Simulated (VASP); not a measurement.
The system is HfZrSe3.

```
CELL_PARAMETERS angstrom
3.33935 1.92797 3.21550
-3.33935 1.92797 3.21550
0.00000 -3.85595 3.21550
ATOMIC_POSITIONS crystal
Zr 0.00000 0.00000 0.00000
Hf 0.50000 0.50000 0.50000
Se 0.50000 0.50000 0.00000
Se 0.00000 0.50000 0.50000
Se 0.50000 0.00000 0.50000
```

The cell was built by a generator and needn't be a form met in nature.

| Item | Value |
| --- | --- |
| Program | VASP 6.6.1 |
| Task | relaxation of cell and atoms |
| Functional | PBE |
| Potentials or basis | VASP PAW PBE potentials, release 64 (Zr_sv, Hf_pv, Se) |
| Cutoff | 520 eV |
| k mesh | 3 × 3 × 3 |
| Occupations | gaussian, width 0.15 eV |
| Spin | no spin polarisation |

At the start: pressure 3.8 GPa; volume 24.84 Å³/atom.

Problem. Where does the relaxation end?

Solution. Over 7 steps the energy falls by 33.5 meV/atom and the volume is 26.08 Å³/atom (+5.0 %); space group Pm-3m (No. 221, to 0.05 Å).

The path:
| step | energy change (eV) | largest force (eV/Å) | pressure (GPa) | volume (Å³) |
| --- | --- | --- | --- | --- |
| 1 | 0.0000 | 0.0000 | 3.77 | 124.21 |
| 2 | -0.0534 | 0.0000 | -2.45 | 134.99 |
| 3 | -0.0819 | 0.0000 | -0.30 | 130.86 |
| 4 | -0.1044 | 0.0000 | -0.30 | 130.91 |
| 5 | -0.1497 | 0.0000 | -0.06 | 130.86 |
| 6 | -0.1616 | 0.0000 | 0.61 | 129.87 |
| 7 | -0.1675 | 0.0000 | 0.34 | 130.39 |

Final structure:
```cif
data_structure
_symmetry_space_group_name_H-M 'P 1'
_symmetry_Int_Tables_number 1
_cell_length_a 5.0708
_cell_length_b 5.0708
_cell_length_c 5.0708
_cell_angle_alpha 89.844
_cell_angle_beta 89.844
_cell_angle_gamma 89.844
_cell_volume 130.39
loop_
_atom_site_label
_atom_site_type_symbol
_atom_site_fract_x
_atom_site_fract_y
_atom_site_fract_z
_atom_site_occupancy
Zr1 Zr 0.00000 0.00000 0.00000 1
Hf1 Hf 0.50000 0.50000 0.50000 1
Se1 Se 0.50000 0.50000 0.00000 1
Se2 Se 0.00000 0.50000 0.50000 1
Se3 Se 0.50000 0.00000 0.50000 1
```

Caveat: the k mesh is coarse (spacing up to 0.42 Å⁻¹), so the values aren't converged.
